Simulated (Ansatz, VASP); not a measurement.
# Ti (Ti(10-10)) in two plane-wave programs, part 2 of 2

Aim: how closely do two programs agree when they are given the same cell, functional and k mesh?

VASP 6.6.1 and Ansatz 0.2.0.

So far: The starting structure; Ansatz: single point, PBE; VASP: single point, PBE.

In doubt: too few empty bands were carried, so the values of those runs are not to be relied on.

**3. VASP: single point, PBE (continued)**

Level of this step: PBE; plane waves and PAW (Ti) (VASP).

Numbers of over 12 decimals in the logs are rounded to 6 here.

From OUTCAR (step 3):

```text
ion  position               nearest neighbor table
   1  0.000  0.000  0.266-   2 2.82   2 2.82   3 2.86   3 2.86   3 2.86   3 2.86
   2  0.500  0.000  0.351-   3 2.81   3 2.81   1 2.82   1 2.82   5 2.88   5 2.88   5 2.88   5 2.88
                             4 2.94   4 2.94
   3  0.500  0.500  0.295-   2 2.81   2 2.81   1 2.86   1 2.86   1 2.86   1 2.86   5 2.88   5 2.88

  LATTYP: Found a simple orthorhombic cell.
 ALAT       =     2.9247316052
 B/A-ratio  =     1.5811749338
 C/A-ratio  =     9.7474778834

 Subroutine GETGRP returns: Found  8 space group operations
 (whereof  4 operations were pure point group operations)

The static configuration has the point symmetry C_2v.
 The point group associated with its full space group is D_2h.

 Found     24 irreducible k-points:

   k-points           NKPTS =     24   k-points in BZ     NKDIM =     24   number of bands    NBANDS=     36

   dimension x,y,z NGX =    14 NGY =   20 NGZ =  126
   dimension x,y,z NGXF=    28 NGYF=   40 NGZF=  252

   ENCUT  =  320.0 eV  23.52 Ry    4.85 a.u.   4.27  6.75 41.58*2*pi/ulx,y,z

   NELECT =      48.0000    total number of electrons

 k-points in reciprocal lattice and weights: Automatic mesh
   0.00000000  0.00000000  0.00000000       0.014
   0.10000000  0.00000000  0.00000000       0.029
   0.20000000  0.00000000  0.00000000       0.029
   0.30000000  0.00000000  0.00000000       0.029
   0.40000000  0.00000000  0.00000000       0.029
   0.50000000  0.00000000  0.00000000       0.014
   0.00000000  0.14285714  0.00000000       0.029
   0.10000000  0.14285714  0.00000000       0.057
   0.20000000  0.14285714  0.00000000       0.057
[...]
0.40000000  0.42857143  0.00000000       0.057
   0.50000000  0.42857143  0.00000000       0.029

 dipolmoment           0.000000      0.000000      0.000000 electrons x Angstroem

 average (electrostatic) potential at core
       1 -29.9719       2 -29.6590       3 -29.7015       4 -29.6999       5 -29.7336
       6 -29.6989       7 -29.6989       8 -29.7336       9 -29.6999      10 -29.7015
      11 -29.6590      12 -29.9719

 E-fermi :  -0.0394

 k-point     1 :       0.0000    0.0000    0.0000
  band No.  band energies     occupation
    ...
     17      -0.5534      2.00001
     18      -0.5099      2.00009
     19      -0.4903      2.00018
     20      -0.3554      2.01115
     21      -0.0928      1.56245
     22       0.0689      0.06553
     23       0.2573     -0.01714
     24       0.3417     -0.00193
     25       0.4471     -0.00004
     26       0.5137     -0.00000
    ...

 k-point     2 :       0.1000    0.0000    0.0000
  band No.  band energies     occupation
    ...
     19      -0.6182      2.00000
     20      -0.4395      2.00106
     21      -0.1581      1.97567
     22      -0.0364      0.96671
     23      -0.0051      0.62424
     24       0.1808     -0.05812
     25       0.3454     -0.00172
     26       0.3678     -0.00084
     27       0.4478     -0.00004
     28       0.4965     -0.00001
    ...

 k-point     3 :       0.2000    0.0000    0.0000
  band No.  band energies     occupation
    ...
     20      -0.6246      2.00000
     21      -0.5765      2.00001
     22      -0.2600      2.05785
     23      -0.1937      2.05567
     24      -0.1829      2.04015
     25       0.0991     -0.03041
     26       0.1053     -0.04216
     27       0.2069     -0.04226
     28       0.2196     -0.03481
     29       0.3614     -0.00104
    ...

  Total       -3.1952995     -2.3606240     -0.2801729      0.0000000      0.0000000      0.0000000
  in kB      -13.2767543     -9.8086031     -1.1641435      0.0000000      0.0000000      0.0000000
  external PRESSURE =      -8.0831670 kB  Pullay stress =       0.0000000 kB

  energy-cutoff  :      320.00
  volume of cell :      385.59
      direct lattice vectors                 reciprocal lattice vectors
     2.924731605  0.000000000  0.000000000     0.341911715  0.000000000  0.000000000
     0.000000000  4.624512302  0.000000000     0.000000000  0.216239018  0.000000000
     0.000000000  0.000000000 28.508756637     0.000000000  0.000000000  0.035076942

 POSITION                                       TOTAL-FORCE (eV/Angst)
 -----------------------------------------------------------------------------------
      0.00000      0.00000      7.58941         0.000000      0.000000      0.028821
      1.46237      0.00000      9.99670         0.000000      0.000000      0.003131
      1.46237      2.31226      8.40823         0.000000      0.000000     -0.010914
      0.00000      0.00000     12.54490         0.000000      0.000000      0.017988
      0.00000      2.31226     10.89005         0.000000      0.000000     -0.007257
      1.46237      0.00000     15.09291         0.000000      0.000000      0.021064
      1.46237      2.31226     13.41584         0.000000      0.000000     -0.021064
      0.00000      0.00000     17.61871         0.000000      0.000000      0.007257
      0.00000      2.31226     15.96386         0.000000      0.000000     -0.017988
      1.46237      0.00000     20.10052         0.000000      0.000000      0.010914
      1.46237      2.31226     18.51206         0.000000      0.000000     -0.003131
      0.00000      2.31226     20.91934         0.000000      0.000000     -0.028821
 -----------------------------------------------------------------------------------
    total drift:                                0.000000     -0.000000      0.000000

  FREE ENERGIE OF THE ION-ELECTRON SYSTEM (eV)
  ---------------------------------------------------
  free  energy   TOTEN  =       -89.7339327162 eV

  energy  without entropy=      -89.7329378765  energy(sigma->0) =      -89.73360110

 vacuum level on the upper side and lower side of the slab         3.837         3.837

 total charge
# of ion       s       p       d       tot
------------------------------------------
    1        0.546   0.379   2.367   3.293
    2        0.560   0.620   2.402   3.583
    3        0.550   0.528   2.386   3.464
    4        0.551   0.593   2.379   3.523
    5        0.556   0.599   2.381   3.536
    6        0.551   0.593   2.379   3.524
    7        0.551   0.593   2.379   3.524
    8        0.556   0.599   2.381   3.536
    9        0.551   0.593   2.379   3.523
   10        0.550   0.528   2.386   3.464
   11        0.560   0.620   2.402   3.583
   12        0.546   0.379   2.367   3.293
--------------------------------------------------
tot          6.629   6.626  28.589  41.844

[... 3 further parts left out ...]
```

The data set Ti keeps the semicore shell frozen, which is cheaper and a little less accurate.

**4. Comparison**

Known differences besides the PAW data sets themselves: the data sets hold 144 valence electrons in Ansatz (default PAW (the set named soft_2) files) and 48 in VASP; the cutoff is 420 eV in Ansatz and 320 eV in VASP (PREC = Normal). Total energies have different zeros and are not compared.

The two programs side by side:

```tsv
quantity	Ansatz	VASP	difference
work function, lower of the two faces (eV)	3.89	3.88	+0.02
work function, higher of the two faces (eV)	3.89	3.88	+0.02
```

At this near-relaxed geometry the largest component of a force difference is 135 meV/Å.

**5. Results**

- r.m.s. force difference (single point, PBE): 37 meV/Å

The r.m.s. force difference is 37 meV/Å (single point, PBE), beyond the 12 meV/Å picked in this series as the mark of a large difference. No further run finished for the single point, PBE pair; the unlike valence counts (144 against 48 electrons) are a candidate cause, untested here. 2 further runs on this material are not shown. Differences of this kind measure data sets and numerical settings, not the functional's error against experiment.

[Lines on the potential files, build, host, timing and source positions are cut from VASP's logs without a mark.]

[Logs are printed without paths, hosts, clocks, repeated set-up lines and the standing remarks that a program may print on its own settings, such as how far it seeks lower states.]

[Hosts, paths, dates, database ids (printed as entryN), source tags and the programs' standing remarks are cut or masked in the printed files.]
